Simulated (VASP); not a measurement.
Runs of VASP 6.6.1 on SnSe2. Symmetry: P-3m1, No. 164, trigonal system. Conventional cell: a = 3.842 Å, b = 3.842 Å, c = 6.486 Å, α = 90.00°, β = 90.00°, γ = 120.00°. Sn (site symmetry -3m) has 6 Se at 2.72 Å as nearest neighbours. Around Se (site symmetry 3m) lie 3 Sn at 2.72 Å. The cell is a database's computed one.

```tsv
level	potentials or basis	cutoff (eV)	gap on the mesh (eV)	pressure (GPa)	relaxed volume (Å³/atom)
PBEsol	VASP PAW PBE potentials, release 64 (Sn_d, Se)	300	0.55	0.0	(b)
LDA	VASP PAW LDA potentials, release 64 (Sn_d, Se)	600	0.36	0.0	24.59
PBE+D3(BJ)	VASP PAW PBE potentials, release 64 (Sn_d, Se)	600	0.50	0.0	25.56
PBE	VASP PAW PBE potentials, release 64 (Sn_d, Se)	600	(a)	0.0	30.28
RPBE	VASP PAW PBE potentials, release 64 (Sn_d, Se)	600	0.89	0.0	36.67
```

Alike in all rows: task relaxation of cell and atoms; no spin polarisation; cell relaxed; k mesh 9 × 9 × 4; smearing gaussian 0.02 eV.

Problem. Fill in the values left out.

Solution. (a) 0.75; (b) 25.62.

Caveats: spin-orbit coupling is left out, which moves the levels of the heavy elements; an odd mesh through Γ misses points on the zone boundary, where band edges often lie; the PAW data sets were made with another functional, which shifts forces and pressure a little (some runs); this functional lacks dispersion, which binds the layers, so the pressure and a relaxed spacing across them are unreliable (some runs); the volume moved by over 15 % at a fixed basis, so the end points are rough (some runs); this functional lacks dispersion, which binds the layers, so the pressure and a relaxed spacing across them are unreliable, and here the layers came unbound (some runs).

A k mesh can miss the band edges, and the runs leave out spin-orbit coupling on Se, Sn.

Not every run made on this cell is shown here.
